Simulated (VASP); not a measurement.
Consider the following.

```
CELL_PARAMETERS angstrom
      0.00000     3.00145     3.00145
      3.00145     0.00000     3.00145
      3.00145     3.00145     0.00000
ATOMIC_POSITIONS crystal
  V  0.76781 0.74881 0.74758
  V  0.25730 0.24710 0.25073
  V  0.98491 0.99468 0.99541
  Re 0.48998 0.50941 0.50629
```

All values below come from LDA (Ceperley-Alder, Perdew-Zunger), VASP's LDA PAW potentials (set 64) (plane waves; VASP). Settings: 300 eV cut-off, 5×5×5 Γ-centred mesh, Gaussian smearing of 0.10 eV, potentials V_sv Re.

At this cut-off the stress carries a Pulay error, which pulls relaxed volumes low. Unless said otherwise, spin-orbit coupling is left out, though it shifts the bands of the heavy elements here.

Problem. What does the run give for the energy per atom (σ→0), pressure, largest force, band gap (on the k-mesh) with the smallest direct gap where there is one?

Solution. 
```yaml
band gap (on the k-mesh): none (metal, semimetal or under 0.01 eV)
energy per atom (σ→0): -11.126 eV/atom
pressure: -10.50 GPa
largest_force: 0.04436 Ry/bohr
```

The absolute energy has meaning only against runs of the same code, potentials and settings.

The structure comes from a computed database's V3Re entry; how it stands against other phases isn't given here. The cell was not relaxed at this level, atoms are displaced from their ideal sites. The k-mesh is coarse (spacing up to 0.36 per Å, 2π included), so the numbers may not be converged in it. The run is not spin-polarised, so no magnetic state was tried.
